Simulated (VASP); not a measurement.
OSZICAR of a VASP run on SiO$_{2}$ (rutile):

### OSZICAR
```
       N       E                     dE             d eps       ncg     rms          rms(c)
DAV:   1     0.161483015785E+03    0.16148E+03   -0.18324E+04  1208   0.154E+03
DAV:   2    -0.440880479562E+02   -0.20557E+03   -0.19581E+03  1620   0.321E+02
DAV:   3    -0.508566234325E+02   -0.67686E+01   -0.67477E+01  1440   0.622E+01
DAV:   4    -0.509088904695E+02   -0.52267E-01   -0.52204E-01  1404   0.623E+00
DAV:   5    -0.509094851673E+02   -0.59470E-03   -0.59460E-03  1404   0.644E-01    0.176E+01
DAV:   6    -0.462272034922E+02    0.46823E+01   -0.18462E+01  1336   0.306E+01    0.793E+00
DAV:   7    -0.462486178110E+02   -0.21414E-01   -0.54374E-01  1416   0.520E+00    0.297E+00
DAV:   8    -0.462636930280E+02   -0.15075E-01   -0.19576E-02  1336   0.143E+00    0.110E+00
DAV:   9    -0.462702573143E+02   -0.65643E-02   -0.83068E-03  1396   0.982E-01    0.269E-01
DAV:  10    -0.462704788095E+02   -0.22150E-03   -0.61039E-04  1420   0.212E-01    0.414E-02
DAV:  11    -0.462704508815E+02    0.27928E-04   -0.12965E-04  1400   0.871E-02    0.730E-03
DAV:  12    -0.462704522681E+02   -0.13866E-05   -0.87036E-06  1420   0.221E-02    0.459E-03
DAV:  13    -0.462704521410E+02    0.12710E-06   -0.14204E-06  1408   0.935E-03    0.290E-03
DAV:  14    -0.462704521660E+02   -0.25049E-07   -0.42898E-08   840   0.182E-03
   1 F= -.46270452E+02 E0= -.46270452E+02  d E =-.462705E+02
       N       E                     dE             d eps       ncg     rms          rms(c)
DAV:   1    -0.462718949595E+02   -0.14428E-02   -0.28671E+00  1220   0.144E+01    0.498E-01
DAV:   2    -0.462766967368E+02   -0.48018E-02   -0.79713E-02  1424   0.223E+00    0.255E-01
DAV:   3    -0.462748898856E+02    0.18069E-02   -0.16653E-03  1392   0.441E-01    0.105E-01
DAV:   4    -0.462746732471E+02    0.21664E-03   -0.13335E-03  1412   0.318E-01    0.283E-02
DAV:   5    -0.462746791106E+02   -0.58635E-05   -0.21994E-04  1356   0.131E-01    0.142E-02
DAV:   6    -0.462746748230E+02    0.42876E-05   -0.18110E-05  1368   0.455E-02    0.737E-03
DAV:   7    -0.462746740767E+02    0.74631E-06   -0.18998E-06  1344   0.158E-02    0.211E-03
DAV:   8    -0.462746741407E+02   -0.63976E-07   -0.59115E-07  1332   0.623E-03
   2 F= -.46274674E+02 E0= -.46274674E+02  d E =-.422197E-02
       N       E                     dE             d eps       ncg     rms          rms(c)
DAV:   1    -0.462748844651E+02   -0.21039E-03   -0.13414E-01  1228   0.311E+00    0.109E-01
DAV:   2    -0.462751132310E+02   -0.22877E-03   -0.37427E-03  1420   0.484E-01    0.548E-02
DAV:   3    -0.462750293076E+02    0.83923E-04   -0.76276E-05  1388   0.948E-02    0.227E-02
DAV:   4    -0.462750191380E+02    0.10170E-04   -0.63555E-05  1408   0.696E-02    0.594E-03
DAV:   5    -0.462750197129E+02   -0.57487E-06   -0.13804E-05  1356   0.341E-02    0.434E-03
DAV:   6    -0.462750190303E+02    0.68257E-06   -0.14884E-06  1344   0.136E-02    0.120E-03
DAV:   7    -0.462750190793E+02   -0.49002E-07   -0.22429E-07  1052   0.355E-03
   3 F= -.46275019E+02 E0= -.46275019E+02  d E =-.456691E-02
       N       E                     dE             d eps       ncg     rms          rms(c)
DAV:   1    -0.462759459210E+02   -0.92689E-03   -0.64046E-02  1328   0.223E+00    0.183E-01
DAV:   2    -0.462755412769E+02    0.40464E-03   -0.70882E-04  1364   0.229E-01    0.103E-01
DAV:   3    -0.462753210317E+02    0.22025E-03   -0.26769E-04  1412   0.148E-01    0.621E-03
DAV:   4    -0.462753232109E+02   -0.21793E-05   -0.20139E-05  1356   0.359E-02    0.581E-03
DAV:   5    -0.462753234185E+02   -0.20759E-06   -0.37041E-07  1268   0.594E-03    0.164E-03
DAV:   6    -0.462753235010E+02   -0.82501E-07   -0.90944E-08   764   0.264E-03
   4 F= -.46275324E+02 E0= -.46275324E+02  d E =-.304422E-03
       N       E                     dE             d eps       ncg     rms          rms(c)
DAV:   1    -0.462753788511E+02   -0.55433E-04   -0.30791E-03  1328   0.489E-01    0.401E-02
DAV:   2    -0.462753597241E+02    0.19127E-04   -0.34039E-05  1364   0.501E-02    0.226E-02
DAV:   3    -0.462753492917E+02    0.10432E-04   -0.12772E-05  1416   0.324E-02    0.135E-03
DAV:   4    -0.462753493420E+02   -0.50279E-07   -0.95166E-07  1328   0.779E-03
   5 F= -.46275349E+02 E0= -.46275349E+02  d E =-.330263E-03
```

Task: Which electronic solver shows in the log?

Result: It is blocked Davidson (ALGO = Normal, or the opening steps of other solvers). The INCAR had ALGO = Normal.

Task: Can the final energy be trusted as converged?

Result: The run converged. It stopped with EDIFF = 1E-7, NELM = 100, NSW = 30 and EDIFFG = -0.01 after 5 ionic steps (PBE GGA, plane waves, VASP's PBE PAW potentials (set 64)).

The compound is SiO2 in the rutile structure, stishovite, a high-pressure form. This cell is one point of a volume scan, at 0.97 of the reference volume. Symmetry was kept, so distortions that lower it aren't found.
